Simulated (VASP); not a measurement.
```xyz
2
Lattice="0.0000 2.5905 2.5905 2.5905 0.0000 2.5905 2.5905 2.5905 0.0000" Properties=species:S:1:pos:R:3 pbc="T T T"
Be     0.0000     0.0000     0.0000
Se     1.2953     1.2953     1.2953
```

Level of theory: PBE GGA, VASP's PBE PAW potentials (set 64) (plane waves; VASP 6.6.1). Run with 400 eV cut-off, Gaussian smearing of 0.050 eV, potentials Be Se.

Question: Give the energies of bands 2 to 7 at the high-symmetry points, in eV from the valence-band maximum.

Answer: 
| band | Γ | X | U | L | W |
|---|---|---|---|---|---|
| 2 | 0.00 | -4.97 | -4.56 | -5.57 | -4.32 |
| 3 | 0.00 | -2.58 | -3.90 | -1.04 | -3.69 |
| 4 | 0.00 | -2.58 | -2.15 | -1.04 | -3.19 |
| 5 | 4.21 | 2.67 | 3.77 | 4.26 | 6.12 |
| 6 | 5.01 | 4.21 | 6.78 | 5.96 | 7.05 |
| 7 | 5.01 | 11.54 | 9.59 | 5.96 | 7.37 |

The gap is indirect, 2.67 eV, from the valence maximum at Γ to the conduction minimum at X.

Measured: gap 4.00 eV (computed value off by -1.33 eV), as given by Das et al., (2018), arXiv:1807.05623.

The compound is BeSe in the zinc blende structure. It was relaxed first.
